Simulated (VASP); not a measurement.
```
CELL_PARAMETERS angstrom
      0.00000     2.33185     2.31004
      2.34309     0.00000     2.31004
      2.34309     2.33185     0.00000
ATOMIC_POSITIONS crystal
  Zr 0.00000 0.00000 0.00000
  C  0.47882 0.52118 0.52118
```
Cell charge -0.02.

Level of theory: PBE GGA, VASP's PBE PAW potentials (set 64) (plane waves; VASP). Numerical set-up: NELECT = 16.02, 520 eV cut-off, 12×12×12 Γ-centred mesh, Gaussian smearing of 0.050 eV, potentials Zr_sv C.

The cell is charged, with a uniform compensating background.

Task: Estimate the energy per atom (σ→0), pressure, largest force, band gap (on the k-mesh) with the smallest direct gap where there is one.

Result: 
| Property | Value |
|---|---|
| band gap (on the k-mesh) | none (metal, semimetal or under 0.01 eV) |
| energy per atom (σ→0) | -9.600 eV/atom |
| pressure | 105.5 kbar |
| largest force | 0.689 eV/Å |

Only differences to runs with the same potentials and settings are physical.

The compound is ZrC in the rock salt structure. The cell was not relaxed at this level, atoms are displaced from their ideal sites. The run is one of a series of settings (ISMEAR = 0, NELECT = 16.02, SIGMA = 0.05 against the base run), some of them coarse on purpose.
